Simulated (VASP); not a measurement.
A convergence study with VASP on LiF (rock salt): one setting is varied, all else stays as given below, so the limit is that of these other settings. Each run relaxes cell and ions from the cell shown.

```yaml
crystal:
  lattice:
    - [0.00000, 2.01500, 2.01500]
    - [2.01500, 0.00000, 2.01500]
    - [2.01500, 2.01500, 0.00000]
  atoms:
    - { symbol: Li, position: [0.00000, 0.00000, 0.00000] }
    - { symbol: F, position: [0.50000, 0.50000, 0.50000] }
```

These are PBE GGA, VASP's PBE PAW potentials (set 64) (plane waves; VASP) values and carry that method's errors. The tightest run used: 700 eV cut-off, 16×16×16 Γ-centred mesh, Gaussian smearing of 0.050 eV, potentials Li_sv F.

Gaps are read on the run's mesh, which can miss a band edge.

```csv
setting,relaxed volume (Å³/atom),E (eV/atom),gap on the mesh (eV),irreducible k-points
2×2×2 mesh,8.918,-4.6713,8.195,3
3×3×3 mesh,8.342,-4.8125,8.882,4
4×4×4 mesh,8.300,-4.8212,8.940,8
```

Problem. These are the cheaper rows. Estimate the results at 16×16×16 mesh, and how far the last row shown lies from them.

Solution. 
```csv
quantity,tightest run,last row shown is off by
relaxed volume (Å³/atom),8.298,0.002
E (eV/atom),-4.8220,0.0008
gap on the mesh (eV),8.942,-0.002
```

Left out are rungs that failed or repeat a setting and relaxations that didn't move; long series are thinned to 24 rows.

The compound is LiF in the rock salt structure.
